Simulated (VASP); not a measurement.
An input for Ansatz (written as the equivalent of a VASP run, and not itself run):

Ansatz 0.2 input:
```yaml
crystal:
  lattice:
    - [0.0000000, 2.2294813, 2.2294813]
    - [2.2294813, 0.0000000, 2.2294813]
    - [2.2294813, 2.2294813, 0.0000000]
  atoms:
    - { symbol: Na, position: [0.0000000, 0.0000000, 0.0000000] }
    - { symbol: F, position: [0.5000000, 0.5000000, 0.5000000] }
kpoints:
  mp_grid: { grid: [10, 10, 10] }
hamiltonian:
  xc: lda
  pseudopotentials: { kind: paw }
scf:
  occupations: { method: gaussian, width: 0.05 }
  max_iter: 100
output: { forces: true, stress: true, eigenvalues: true }
```

**Question.** Write the VASP files for the same calculation (LDA).

**Answer.** This is not unique; one that fits is 
### KPOINTS
```
Automatic mesh
0
Gamma
10 10 10
0 0 0
```

**INCAR**
```
LCHARG  =  .FALSE.
LASPH  =  .TRUE.
ALGO  =  Normal   # blocked Davidson
NELM  =  100
ISIF  =  2   # forces and stress, cell fixed
SYSTEM  =  NaF
PREC  =  Accurate
LREAL  =  .FALSE.
LWAVE  =  .FALSE.
ENCUT  =  520   # plane-wave cut-off (eV)
EDIFF  =  1E-7   # SCF stop (eV)
SIGMA  =  0.05   # width (eV)
ISMEAR  =  0   # Gaussian
```

### POSCAR
```
NaF
1
    0.0000000000     2.2294812603     2.2294812603
    2.2294812603     0.0000000000     2.2294812603
    2.2294812603     2.2294812603     0.0000000000
Na F
1 1
Direct
  0.0000000000   0.0000000000   0.0000000000
  0.5000000000   0.5000000000   0.5000000000
```

POTCAR, in this order: Na_pv F (LDA.64 set). Program: vasp_std.

Limits of the translation: each code has its own PAW files, so the cut-off isn't converted (ENCUT is set for VASP's; basis.ecutwfc is left out, and Ansatz then takes the one that its files recommend); Ansatz stops its SCF on the density residual and VASP on the energy change (EDIFF); Ansatz's lda is the Perdew-Wang form, while the LDA potentials of VASP carry Perdew-Zunger's.

The compound is NaF in the rock salt structure. This cell is one point of a volume scan, at 0.97 of the reference volume.
